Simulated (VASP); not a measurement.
These are revTPSS meta-GGA, VASP's PBE PAW potentials (set 64) (plane waves; VASP) values and carry that method's errors.

A VASP calculation is set up with these files.

### POSCAR
```
HfO2
1
    0.0000000000     2.5104630631     2.5104630631
    2.5104630631     0.0000000000     2.5104630631
    2.5104630631     2.5104630631     0.0000000000
Hf O
1 2
Direct
  0.0000000000   0.0000000000   0.0000000000
  0.2500000000   0.2500000000   0.2500000000
  0.7500000000   0.7500000000   0.7500000000
```

### INCAR
```
ALGO = Normal
EDIFF = 1E-6
EDIFFG = -0.02
ENCUT = 520
IBRION = 2
ISIF = 3
ISMEAR = 0
LASPH = .True.
LCHARG = .False.
LMAXMIX = 6
LMIXTAU = .True.
LREAL = .False.
LWAVE = .False.
METAGGA = RTPSS
NELM = 100
NSW = 60
PREC = Accurate
SIGMA = 0.05
SYSTEM = HfO2
```

KPOINTS:
```
K-points
0
Gamma
 7 7 7
0 0 0
```

POTCAR, in this order: Hf_pv O (PBE.64 set). Program: vasp_std.

Output of the run:

OUTCAR:
```
 ion  position               nearest neighbor table
   1  0.000  0.000  0.000-   2 2.17   3 2.17   3 2.17   3 2.17   3 2.17   2 2.17   2 2.17   2 2.17
  LATTYP: Found a face centered cubic cell.
 ALAT       =     5.0209261262
 Subroutine PRICEL returns:
 Original cell was already a primitive cell.
 Subroutine GETGRP returns: Found 48 space group operations
The static configuration has the point symmetry O_h .
The dynamic configuration has the point symmetry O_h .
 Subroutine INISYM returns: Found 48 space group operations
 Subroutine IBZKPT returns following result:
 Found     20 irreducible k-points:

 Following reciprocal coordinates:
            Coordinates               Weight
  0.000000  0.000000  0.000000      1.000000
  0.142857  0.000000  0.000000      8.000000
  0.285714  0.000000  0.000000      8.000000
  0.428571  0.000000  0.000000      8.000000
  0.142857  0.142857  0.000000      6.000000
  0.285714  0.142857  0.000000     24.000000
  0.428571  0.142857  0.000000     24.000000
 -0.428571  0.142857  0.000000     24.000000
 -0.285714  0.142857  0.000000     24.000000
 -0.142857  0.142857  0.000000     12.000000
  0.285714  0.285714  0.000000      6.000000
  0.428571  0.285714  0.000000     24.000000
 -0.428571  0.285714  0.000000     24.000000
 -0.285714  0.285714  0.000000     12.000000
  0.428571  0.428571  0.000000      6.000000
 -0.428571  0.428571  0.000000     12.000000
  0.428571  0.285714  0.142857     24.000000
 -0.428571  0.285714  0.142857     48.000000
 -0.428571  0.428571  0.142857     24.000000
 -0.285714  0.428571  0.142857     24.000000
   k-points           NKPTS =     20   k-points in BZ     NKDIM =     20   number of bands    NBANDS=     15
   number of dos      NEDOS =    301   number of ions     NIONS =      3
   total plane-waves  NPLWV =  21952
   dimension x,y,z NGX =    28 NGY =   28 NGZ =   28
   dimension x,y,z NGXF=    56 NGYF=   56 NGZF=   56
   ions per type =               1   2
   PREC   = accura    normal or accurate (medium, high low for compatibility)
   ISTART =      0    job   : 0-new  1-cont  2-samecut
   ICHARG =      2    charge: 1-file 2-atom 10-const
   ISPIN  =      1    spin polarized calculation?
   LNONCOLLINEAR =      F non collinear calculations
   LSORBIT =      F    spin-orbit coupling
   INIWAV =      1    electr: 0-lowe 1-rand  2-diag
   ENCUT  =  520.0 eV  38.22 Ry    6.18 a.u.   6.60  6.60  6.60*2*pi/ulx,y,z
   NELM   =    100;   NELMIN=  2; NELMDL= -5     # of ELM steps
   EDIFF  = 0.1E-05   stopping-criterion for ELM
   LREAL  =      F    real-space projection
   NLSPLINE    = F    spline interpolate recip. space projectors
   LMAXMIX     =    6 max onsite mixed and CHGCAR
   VOSKOWN=      0    Vosko Wilk Nusair interpolation
   EDIFFG = -.2E-01   stopping-criterion for IOM
   NSW    =     60    number of steps for IOM
   NBLOCK =      1;   KBLOCK =     60    inner block; outer block
   IBRION =      2    ionic relax: 0-MD 1-quasi-New 2-CG
   NFREE  =      1    steps in history (QN), initial steepest desc. (CG)
   ISIF   =      3    stress and relaxation
   ISYM   =      2    0-nonsym 1-usesym 2-fastsym
   TEIN   =    0.0    initial temperature
   TEBEG  =    0.0;   TEEND  =   0.0 temperature during run
   SMASS  =  -3.00    Nose mass-parameter (am)
   PSTRESS=    0.0 pullay stress
   NELECT =      22.0000    total number of electrons
   EFERMI =   0.00;   METHOD = LEGACY
   ISMEAR =     0;   SIGMA  =   0.05  broadening in eV -4-tet -1-fermi 0-gaus
   IALGO  =     38    algorithm
   LDIAG  =      T    sub-space diagonalisation (order eigenvalues)
   IMIX   =      4    mixing-type and parameters
     AMIX     =   0.40;   BMIX     =  1.00
     AMIX_MAG =   1.60;   BMIX_MAG =  1.00
     AMIN     =   0.10
...
```

### OSZICAR
```
       N       E                     dE             d eps       ncg     rms          rms(c)
DAV:   1     0.206004173386E+03    0.20600E+03   -0.13423E+04   600   0.157E+03
DAV:   2     0.409276723102E+02   -0.16508E+03   -0.16162E+03   817   0.440E+02
DAV:   3     0.341782296005E+02   -0.67494E+01   -0.67390E+01   789   0.835E+01
DAV:   4     0.341114824839E+02   -0.66747E-01   -0.66733E-01   733   0.996E+00
DAV:   5     0.341100132511E+02   -0.14692E-02   -0.14690E-02   803   0.111E+00    0.688E+01
DAV:   6     0.232631627540E+01   -0.31784E+02   -0.13393E+02   614   0.149E+02    0.293E+01
DAV:   7     0.391645616606E+01    0.15901E+01   -0.16662E+01   740   0.312E+01    0.273E+01
DAV:   8     0.327258460346E+01   -0.64387E+00   -0.67938E+00   740   0.171E+01    0.203E+01
DAV:   9     0.457250206684E+00   -0.28153E+01   -0.29375E+01   677   0.334E+01    0.247E+01
DAV:  10     0.365871064512E+01    0.32015E+01   -0.57471E+00   691   0.195E+01    0.444E+00
DAV:  11     0.353953134611E+01   -0.11918E+00   -0.31201E-01   663   0.482E+00    0.702E-01
DAV:  12     0.352006353170E+01   -0.19468E-01   -0.12915E-02   691   0.124E+00    0.339E-01
DAV:  13     0.352840540232E+01    0.83419E-02   -0.49031E-03   684   0.715E-01    0.240E-01
DAV:  14     0.351960728207E+01   -0.87981E-02   -0.30286E-03   621   0.639E-01    0.359E-01
DAV:  15     0.351926050242E+01   -0.34678E-03   -0.48030E-04   642   0.186E-01    0.237E-01
DAV:  16     0.351926562140E+01    0.51190E-05   -0.33255E-05   775   0.609E-02    0.110E-01
DAV:  17     0.351925445867E+01   -0.11163E-04   -0.60048E-06   761   0.306E-02    0.488E-02
DAV:  18     0.351925581568E+01    0.13570E-05   -0.46742E-06   649   0.202E-02    0.134E-02
DAV:  19     0.351925401168E+01   -0.18040E-05   -0.24818E-06   616   0.172E-02    0.200E-03
DAV:  20     0.351925314823E+01   -0.86344E-06   -0.58056E-07   328   0.104E-02
   1 F= 0.35192531E+01 E0= 0.35192531E+01  d E =0.351925E+01
       N       E                     dE             d eps       ncg     rms          rms(c)
DAV:   1     0.341896743184E+01   -0.10029E+00   -0.50780E+00   656   0.215E+01    0.711E+00
DAV:   2     0.352134049054E+01    0.10237E+00   -0.62199E-01   635   0.618E+00    0.247E+00
DAV:   3     0.353249306444E+01    0.11153E-01   -0.45272E-02   698   0.243E+00    0.137E+00
DAV:   4     0.353703160304E+01    0.45385E-02   -0.29140E-02   761   0.176E+00    0.937E-01
DAV:   5     0.355651860898E+01    0.19487E-01   -0.29320E-03   614   0.687E-01    0.119E+00
DAV:   6     0.353339453760E+01   -0.23124E-01   -0.73676E-03   600   0.113E+00    0.117E-01
DAV:   7     0.353164529618E+01   -0.17492E-02   -0.48571E-04   719   0.231E-01    0.417E-02
DAV:   8     0.353169742200E+01    0.52126E-04   -0.37763E-05   719   0.572E-02    0.795E-02
DAV:   9     0.353162797163E+01   -0.69450E-04   -0.34811E-05   663   0.555E-02    0.125E-02
DAV:  10     0.353162206963E+01   -0.59020E-05   -0.28558E-06   536   0.210E-02    0.879E-03
DAV:  11     0.353162219481E+01    0.12517E-06   -0.64897E-08   321   0.287E-03
   2 F= 0.35316222E+01 E0= 0.35316222E+01  d E =0.123690E-01
       N       E                     dE             d eps       ncg     rms          rms(c)
DAV:   1     0.346682965365E+01   -0.64792E-01   -0.19760E+00   656   0.135E+01    0.433E+00
DAV:   2     0.350781938907E+01    0.40990E-01   -0.24656E-01   642   0.389E+00    0.149E+00
DAV:   3     0.351150738061E+01    0.36880E-02   -0.16928E-02   698   0.154E+00    0.812E-01
DAV:   4     0.351320704391E+01    0.16997E-02   -0.10574E-02   768   0.108E+00    0.594E-01
DAV:   5     0.351819610296E+01    0.49891E-02   -0.64491E-04   600   0.326E-01    0.745E-01
DAV:   6     0.351147492414E+01   -0.67212E-02   -0.25746E-03   600   0.672E-01    0.397E-02
DAV:   7     0.351109648006E+01   -0.37844E-03   -0.77540E-05   712   0.102E-01    0.373E-02
DAV:   8     0.351111919634E+01    0.22716E-04   -0.13713E-05   747   0.370E-02    0.635E-02
DAV:   9     0.351109504689E+01   -0.24149E-04   -0.19845E-05   670   0.392E-02    0.155E-03
DAV:  10     0.351109301556E+01   -0.20313E-05   -0.98163E-07   461   0.124E-02    0.156E-03
DAV:  11     0.351109307094E+01    0.55389E-07   -0.33742E-08   307   0.208E-03
   3 F= 0.35110931E+01 E0= 0.35110931E+01  d E =-.816008E-02
```

**OUTCAR**
```
------------------------ aborting loop because EDIFF is reached ----------------------------------------
  FORCE on cell =-STRESS in cart. coord.  units (eV):
  Direction    XX          YY          ZZ          XY          YZ          ZX
  --------------------------------------------------------------------------------------
  Total       -0.0062976     -0.0062976     -0.0062976      0.0000000      0.0000000      0.0000000
  in kB       -0.3133263     -0.3133263     -0.3133263      0.0000000      0.0000000      0.0000000
  external PRESSURE =      -0.3133263 kB  Pullay stress =       0.0000000 kB
  volume of cell :       32.20
      direct lattice vectors                 reciprocal lattice vectors
     0.000000000  2.525139308  2.525139308    -0.198008878  0.198008878  0.198008878
     2.525139308  0.000000000  2.525139308     0.198008878 -0.198008878  0.198008878
     2.525139308  2.525139308 -0.000000000     0.198008878  0.198008878 -0.198008878
 POSITION                                       TOTAL-FORCE (eV/Angst)
 -----------------------------------------------------------------------------------
      0.00000      0.00000      0.00000        -0.000000     -0.000000     -0.000000
      1.26257      1.26257      1.26257         0.000000      0.000000      0.000000
      3.78771      3.78771      3.78771        -0.000000     -0.000000     -0.000000
 -----------------------------------------------------------------------------------
    total drift:                                0.000000      0.000000      0.000000
  FREE ENERGIE OF THE ION-ELECTRON SYSTEM (eV)
  ---------------------------------------------------
  free  energy   TOTEN  =         3.5110930709 eV

  energy  without entropy=        3.5110930709  energy(sigma->0) =        3.51109307

 reached required accuracy - stopping structural energy minimisation
```
(Selected blocks of OUTCAR.)

File CONTCAR:
```
HfO2
   1.00000000000000
     0.0000000000000000    2.5251393080342033    2.5251393080342033
     2.5251393080342033    0.0000000000000000    2.5251393080342033
     2.5251393080342033    2.5251393080342033   -0.0000000000000000
  Hf              O
     1     2
Direct
     0.0000000000000000    0.0000000000000000    0.0000000000000000
     0.2500000000000000    0.2500000000000000    0.2500000000000000
     0.7500000000000000    0.7500000000000000    0.7500000000000000
```

The compound is HfO2 in the fluorite structure, the high-temperature cubic form, which is unstable at 0 K; the monoclinic form is the stable one. This run relaxes it. Symmetry was kept, so distortions that lower it aren't found.
